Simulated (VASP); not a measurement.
Here is a VASP 6.6.1 calculation.

Contents of INCAR:

```
SYSTEM = Ga4AsP3
  PREC = Accurate
  ENCUT = 520
  EDIFF = 1E-6
  ISMEAR = 0
  SIGMA = 0.02
  LREAL = .FALSE.
  LASPH = .TRUE.
  NELM = 60
  ALGO = Normal
  ISIF = 2
  LWAVE = .FALSE.
  LCHARG = .FALSE.
  METAGGA = R2SCAN
  LMIXTAU = .TRUE.
  KPAR = 2
```

KPOINTS

```
Automatic mesh
0
G
  7 7 4
  0 0 0
```

POSCAR

```
Ga4AsP3                                 
1.0
   -2.7515937478      2.7515937478     -0.0000000000
   -2.7515539406     -5.5031476884      2.7503609551
    2.7522307658      2.7522307658      5.5027125245
  Ga              As              P             
     4     1     3
Direct
     0.9973560070300628    0.9947120140601254    0.9917033633627385
     0.7548921596317574    0.5097843192635144    0.2512049585832491
     0.4989573949505703    0.9979147899011406    0.5071777660701403
     0.2487779160342979    0.4975558320685958    0.7497883086616853
     0.5626917979295712    0.1253835958591427    0.1880116723657708
     0.3132942833152476    0.6265885666304952    0.4401655750428121
     0.0624186356273706    0.1248372712547412    0.6872223283619521
     0.8116118054811220    0.6232236109622442    0.9347260275516523
```

Contents of KPOINTS_OPT:

```
path GYFLI,I1ZF1,YX1,XGN,MG
20
line-mode
reciprocal
 0.0000000000  0.0000000000  0.0000000000  G
 0.0000000000 -0.5000000000  1.0000000000  Y

 0.0000000000 -0.5000000000  1.0000000000  Y
 0.0000000000  0.2031250000  1.2812500000  F

 0.0000000000  0.2031250000  1.2812500000  F
 0.0000000000 -0.5000000000  0.5000000000  L

 0.0000000000 -0.5000000000  0.5000000000  L
 0.4687500000 -0.7343750000  0.5000000000  I

 0.5312500000 -0.2656250000 -0.5000000000  I1
 0.0000000000  0.0000000000 -0.5000000000  Z

 0.0000000000  0.0000000000 -0.5000000000  Z
 0.0000000000 -1.2031250000 -0.2812500000  F1

 0.0000000000 -0.5000000000  1.0000000000  Y
 0.3125000000 -0.6562500000  1.0000000000  X1

 0.6875000000 -0.3437500000  0.0000000000  X
 0.0000000000  0.0000000000  0.0000000000  G

 0.0000000000  0.0000000000  0.0000000000  G
 0.5000000000 -0.5000000000  0.5000000000  N

 0.5000000000 -0.5000000000  0.0000000000  M
 0.0000000000  0.0000000000  0.0000000000  G
```

Potentials or basis: VASP PAW PBE potentials, release 64 (Ga_d, As, P).

Command:

```sh
$ cat potpaw_PBE.64/Ga_d/POTCAR potpaw_PBE.64/As/POTCAR potpaw_PBE.64/P/POTCAR > POTCAR
$ mpirun -np 2 vasp_std > vasp.out
```

**Question.** Estimate the band gap on the k mesh.

**Answer.** 1.77 eV, direct.

**Question.** What does it give for the largest force?

**Answer.** 0.020 eV/Å.

**Question.** What does it give for the band gap along the path?

**Answer.** 1.76 eV, indirect (least direct gap 1.77 eV).

**Question.** Estimate the pressure.

**Answer.** 0.0 GPa.

Forces on the atoms (eV/Å):
```
Ga  -0.002 -0.002  0.011
Ga  -0.003 -0.003  0.002
Ga   0.003  0.003 -0.019
Ga   0.008  0.008  0.002
As  -0.010 -0.010  0.005
P   -0.004 -0.004  0.000
P    0.004  0.004  0.003
P    0.002  0.002 -0.004
```

Caveat: the PAW data sets were made with another functional, which shifts forces and pressure a little. r2SCAN opens gaps a little over a GGA but as a rule still falls short of measured ones.
